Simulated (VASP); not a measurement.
These are PBEsol GGA, VASP's PBE PAW potentials (set 64) (plane waves; VASP 6.6.1) values and carry that method's errors.

VASP input:

### POSCAR
```
LaO
1
    3.1064111050    -0.0000000000    -0.0000000000
   -0.0000000000     3.1064111050    -0.0000000000
    0.0000000000    -0.0000000000     3.1064111050
La O
1 1
Direct
  0.0000000000   0.0000000000   0.0000000000
  0.5000000000   0.5000000000   0.5000000000
```

**KPOINTS**
```
Automatic mesh
0
Gamma
11 11 11
0 0 0
```

INCAR:
```
SYSTEM  =  LaO
PREC  =  Accurate; ENCUT  =  520; LREAL  =  F
LASPH  =  T
EDIFF  =  1E-6; NELM  =  100; ALGO  =  Normal
LMAXMIX  =  6
ISMEAR  =  1; SIGMA  =  0.1
GGA  =  PS
IBRION  =  2; NSW  =  60; ISIF  =  3
EDIFFG  =  -0.01
LWAVE  =  F; LCHARG  =  F
```

POTCAR, in this order: La O (PBE.64 set). Program: vasp_std.

The run wrote:

### OSZICAR
```
       N       E                     dE             d eps       ncg     rms          rms(c)
DAV:   1     0.155832865929E+03    0.15583E+03   -0.64751E+03  1368   0.216E+03
DAV:   2     0.161414157678E+01   -0.15422E+03   -0.15089E+03  2096   0.304E+02
DAV:   3    -0.145310471268E+02   -0.16145E+02   -0.15509E+02  1936   0.136E+02
DAV:   4    -0.160261932097E+02   -0.14951E+01   -0.12560E+01  2324   0.283E+01
DAV:   5    -0.161484021227E+02   -0.12221E+00   -0.11604E+00  2176   0.730E+00    0.647E+00
DAV:   6    -0.154861798642E+02    0.66222E+00   -0.74110E+00  2376   0.197E+01    0.399E+00
DAV:   7    -0.153923745286E+02    0.93805E-01   -0.65625E-01  2340   0.894E+00    0.199E+00
DAV:   8    -0.153838441095E+02    0.85304E-02   -0.10606E-01  2140   0.347E+00    0.492E-01
DAV:   9    -0.153809473156E+02    0.28968E-02   -0.21264E-02  2352   0.132E+00    0.157E-01
DAV:  10    -0.153817604236E+02   -0.81311E-03   -0.40401E-03  1828   0.642E-01    0.679E-02
DAV:  11    -0.153818275808E+02   -0.67157E-04   -0.59364E-04  2656   0.260E-01    0.411E-02
DAV:  12    -0.153818491883E+02   -0.21607E-04   -0.19104E-04  2160   0.137E-01    0.851E-03
DAV:  13    -0.153818489774E+02    0.21087E-06   -0.19906E-05  2328   0.522E-02    0.772E-03
DAV:  14    -0.153818493008E+02   -0.32340E-06   -0.36963E-06  1864   0.217E-02
   1 F= -.15381849E+02 E0= -.15381790E+02  d E =-.153818E+02
```

File OUTCAR:
```
------------------------ aborting loop because EDIFF is reached ----------------------------------------
  FORCE on cell =-STRESS in cart. coord.  units (eV):
  Direction    XX          YY          ZZ          XY          YZ          ZX
  --------------------------------------------------------------------------------------
  Total        0.0050710      0.0050710      0.0050710      0.0000000     -0.0000000      0.0000000
  in kB        0.2710379      0.2710379      0.2710379      0.0000000     -0.0000000      0.0000000
  external PRESSURE =       0.2710379 kB  Pullay stress =       0.0000000 kB
  volume of cell :       29.98
      direct lattice vectors                 reciprocal lattice vectors
     3.106411105  0.000000000  0.000000000     0.321914893  0.000000000  0.000000000
     0.000000000  3.106411105  0.000000000     0.000000000  0.321914893  0.000000000
     0.000000000  0.000000000  3.106411105     0.000000000  0.000000000  0.321914893
 POSITION                                       TOTAL-FORCE (eV/Angst)
 -----------------------------------------------------------------------------------
      0.00000      0.00000      0.00000         0.000000      0.000000      0.000000
      1.55321      1.55321      1.55321         0.000000      0.000000      0.000000
 -----------------------------------------------------------------------------------
    total drift:                                0.000000      0.000000     -0.000000
  FREE ENERGIE OF THE ION-ELECTRON SYSTEM (eV)
  ---------------------------------------------------
  free  energy   TOTEN  =       -15.3818493008 eV

  energy  without entropy=      -15.3816707558  energy(sigma->0) =      -15.38178979

 reached required accuracy - stopping structural energy minimisation
```
(Selected blocks of OUTCAR.)

The structure was generated: LaO was put into the CsCl type type (Pm-3m), which need not be its known phase. It was relaxed first, which changed the volume by -33 %. The start is the result of an earlier pass. The electron count is odd and the run is not spin-polarised, which forces a metal.
